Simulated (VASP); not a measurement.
Method: PBEsol GGA, VASP's PBE PAW potentials (set 64) (plane waves; VASP 6.6.1).

Input for VASP

### KPOINTS
```
Regular mesh
0
G
  10 10 10
0 0 0
```

### POSCAR
```
Li2O
1
    0.0000000000     2.3372123937     2.3372123937
    2.3372123937     0.0000000000     2.3372123937
    2.3372123937     2.3372123937     0.0000000000
Li O
2 1
Direct
  0.2500000000   0.2500000000   0.2500000000
  0.7500000000   0.7500000000   0.7500000000
  0.0000000000   0.0000000000   0.0000000000
```

INCAR:
```
SYSTEM = Li2O
PREC = Accurate
ENCUT = 520
EDIFF = 1E-7
NELM = 100
ALGO = Normal
LREAL = .FALSE.
LASPH = .TRUE.
ISMEAR = 0
SIGMA = 0.05
GGA = PS
LWAVE = .FALSE.
LCHARG = .FALSE.
ISIF = 2
```

POTCAR, in this order: Li_sv O (PBE.64 set). Program: vasp_std.

Estimate the energy per atom (σ→0), pressure, band gap (on the k-mesh).

```
Item                              Result
------------------------  --------------
energy per atom (σ→0)     -4.910 eV/atom
band gap (on the k-mesh)         4.75 eV
pressure                       -4.36 GPa
```

File OSZICAR:
```
...
DAV:   8    -0.147298370627E+02    0.13756E-01   -0.59386E-02   976   0.300E+00    0.328E-01
DAV:   9    -0.147290314606E+02    0.80560E-03   -0.68940E-03  1352   0.769E-01    0.109E-01
DAV:  10    -0.147293515326E+02   -0.32007E-03   -0.59675E-04  1036   0.237E-01    0.713E-02
DAV:  11    -0.147293029748E+02    0.48558E-04   -0.91136E-05  1108   0.123E-01    0.116E-02
DAV:  12    -0.147293028416E+02    0.13319E-06   -0.44586E-06  1324   0.249E-02    0.173E-03
DAV:  13    -0.147293030768E+02   -0.23512E-06   -0.72548E-07  1112   0.895E-03    0.962E-04
DAV:  14    -0.147293030799E+02   -0.31577E-08   -0.23822E-08   678   0.202E-03
   1 F= -.14729303E+02 E0= -.14729303E+02  d E =-.185673E-14
```

The compound is Li2O in the antifluorite structure. This cell is one point of a volume scan, at 1.06 of the reference volume.
